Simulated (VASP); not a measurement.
Level of theory: PBE GGA, VASP's PBE PAW potentials (set 64) (plane waves; VASP 6.6.1).

VASP input:

File POSCAR:
```
GaCuSe2
1
   -2.7659320000     2.7659320000     5.4848970000
    2.7659320000    -2.7659320000     5.4848970000
    2.7659320000     2.7659320000    -5.4848970000
Ga Cu Se
2 2 4
Direct
  0.2500000000   0.7500000000   0.5000000000
  0.5000000000   0.5000000000   0.0000000000
  0.7500000000   0.2500000000   0.5000000000
  0.0000000000   0.0000000000   0.0000000000
  0.1212200000   0.1250000000   0.4962200000
  0.8750000000   0.3712200000   0.9962200000
  0.6287800000   0.6250000000   0.5037800000
  0.3750000000   0.8787800000   0.0037800000
```

### KPOINTS
```
K-points
0
gamma
  3 3 3
```

### INCAR
```
SYSTEM = GaCuSe2
PREC = Accurate
ENCUT = 300
EDIFF = 1E-6
NELM = 100
ALGO = Normal
LREAL = .FALSE.
LASPH = .TRUE.
ISMEAR = 0
SIGMA = 0.1
GGA = PE
LMAXMIX = 4
LWAVE = .FALSE.
LCHARG = .FALSE.
ISIF = 2
```

POTCAR, in this order: Ga_d Cu Se (PBE.64 set). Program: vasp_std.

The resulting files:

### OUTCAR
```
 ion  position               nearest neighbor table
   1  0.250  0.750  0.500-   8 2.40   5 2.40   7 2.40   6 2.40
   2  0.500  0.500  0.000-   7 2.40   6 2.40   8 2.40   5 2.40
   3  0.750  0.250  0.500-   8 2.38   6 2.38   7 2.38   5 2.38
   4  0.000  0.000  0.000-   7 2.38   6 2.38   5 2.38   8 2.38
   5  0.121  0.125  0.496-   3 2.38   4 2.38   2 2.40   1 2.40
   6  0.875  0.371  0.996-   3 2.38   4 2.38   1 2.40   2 2.40
   7  0.629  0.625  0.504-   4 2.38   3 2.38   1 2.40   2 2.40
   8  0.375  0.879  0.004-   3 2.38   4 2.38   2 2.40   1 2.40
  LATTYP: Found a body centered tetragonal cell.
 ALAT       =     5.5318640000
 C/A-ratio  =     1.9830194669
 Subroutine PRICEL returns:
 Original cell was already a primitive cell.
 Subroutine GETGRP returns: Found  8 space group operations
The static configuration has the point symmetry S_4 .
 The point group associated with its full space group is D_2d.
The dynamic configuration has the point symmetry S_4 .
 Subroutine INISYM returns: Found  8 space group operations
 Subroutine IBZKPT returns following result:
 Found      6 irreducible k-points:

 Following reciprocal coordinates:
            Coordinates               Weight
  0.000000  0.000000  0.000000      1.000000
  0.333333 -0.000000  0.000000      8.000000
  0.333333  0.333333  0.000000      8.000000
 -0.333333  0.333333  0.000000      4.000000
 -0.333333  0.333333  0.333333      4.000000
 -0.333333 -0.333333  0.333333      2.000000
   k-points           NKPTS =      6   k-points in BZ     NKDIM =      6   number of bands    NBANDS=     43
   number of dos      NEDOS =    301   number of ions     NIONS =      8
   total plane-waves  NPLWV =  64000
   dimension x,y,z NGX =    40 NGY =   40 NGZ =   40
   dimension x,y,z NGXF=    80 NGYF=   80 NGZF=   80
   ions per type =               2   2   4
   PREC   = accura    normal or accurate (medium, high low for compatibility)
   ISTART =      0    job   : 0-new  1-cont  2-samecut
   ICHARG =      2    charge: 1-file 2-atom 10-const
   ISPIN  =      1    spin polarized calculation?
...
```

### OSZICAR
```
       N       E                     dE             d eps       ncg     rms          rms(c)
DAV:   1     0.590074587757E+03    0.59007E+03   -0.22906E+04   516   0.157E+03
DAV:   2     0.675992009782E+02   -0.52248E+03   -0.50968E+03   527   0.438E+02
DAV:   3    -0.255041876188E+02   -0.93103E+02   -0.90538E+02   625   0.174E+02
DAV:   4    -0.323409266715E+02   -0.68367E+01   -0.67515E+01   736   0.466E+01
DAV:   5    -0.325158851376E+02   -0.17496E+00   -0.17397E+00   688   0.809E+00    0.123E+01
DAV:   6    -0.325932796208E+02   -0.77394E-01   -0.34278E+01   704   0.868E+01    0.901E+00
DAV:   7    -0.307387703847E+02    0.18545E+01   -0.81732E+00   672   0.647E+01    0.381E+00
DAV:   8    -0.309607551728E+02   -0.22198E+00   -0.37143E+00   792   0.211E+01    0.314E+00
DAV:   9    -0.308429825954E+02    0.11777E+00   -0.10289E+00   720   0.167E+01    0.474E-01
DAV:  10    -0.308454024580E+02   -0.24199E-02   -0.65580E-02   736   0.384E+00    0.178E-01
DAV:  11    -0.308465770897E+02   -0.11746E-02   -0.12167E-02   781   0.144E+00    0.137E-01
DAV:  12    -0.308463254283E+02    0.25166E-03   -0.17598E-03   760   0.757E-01    0.296E-02
DAV:  13    -0.308463440727E+02   -0.18644E-04   -0.18732E-04   618   0.731E-02    0.165E-02
DAV:  14    -0.308463518681E+02   -0.77954E-05   -0.66694E-05   720   0.121E-01    0.101E-02
DAV:  15    -0.308463503012E+02    0.15669E-05   -0.18204E-05   640   0.815E-02    0.351E-03
DAV:  16    -0.308463507914E+02   -0.49021E-06   -0.32206E-06   472   0.154E-02
   1 F= -.30846351E+02 E0= -.30846278E+02  d E =-.145941E-03
```

OUTCAR:
```
------------------------ aborting loop because EDIFF is reached ----------------------------------------
  FORCE on cell =-STRESS in cart. coord.  units (eV):
  Direction    XX          YY          ZZ          XY          YZ          ZX
  --------------------------------------------------------------------------------------
  Total        5.6562998      5.6562998      5.4876544      0.0000000     -0.0000000      0.0000000
  in kB       53.9922636     53.9922636     52.3824578      0.0000000     -0.0000000      0.0000000
  external PRESSURE =      53.4556616 kB  Pullay stress =       0.0000000 kB
  volume of cell :      167.85
      direct lattice vectors                 reciprocal lattice vectors
    -2.765932000  2.765932000  5.484897000     0.000000000  0.180770894  0.091159415
     2.765932000 -2.765932000  5.484897000     0.180770894  0.000000000  0.091159415
     2.765932000  2.765932000 -5.484897000     0.180770894  0.180770894  0.000000000
 POSITION                                       TOTAL-FORCE (eV/Angst)
 -----------------------------------------------------------------------------------
      2.76593     -0.00000      2.74245        -0.000000     -0.000000      0.000000
      0.00000      0.00000      5.48490         0.000000     -0.000000     -0.000000
     -0.00000      2.76593      2.74245         0.000000      0.000000      0.000000
      0.00000      0.00000      0.00000         0.000000      0.000000     -0.000000
      1.38297      1.36206     -1.37122         0.000000     -0.178400      0.000000
      1.36206      4.14890      1.37122        -0.178400     -0.000000      0.000000
      1.38297      1.40388      4.11367         0.000000      0.178400     -0.000000
      1.40388     -1.38297      6.85612         0.178400     -0.000000     -0.000000
 -----------------------------------------------------------------------------------
    total drift:                                0.000016      0.000016      0.000030
  FREE ENERGIE OF THE ION-ELECTRON SYSTEM (eV)
  ---------------------------------------------------
  free  energy   TOTEN  =       -30.8463507914 eV

  energy  without entropy=      -30.8462048505  energy(sigma->0) =      -30.84627782
```
(Selected blocks of OUTCAR.)

At this cut-off the stress carries a Pulay error, which pulls relaxed volumes low.

The structure comes from a computed database's GaCuSe2 entry; how it stands against other phases isn't given here. The cell was not relaxed at this level, and its volume differs by -5.9 % from the start's. The k-mesh is coarse (spacing up to 0.54 per Å, 2π included), so the numbers may not be converged in it.
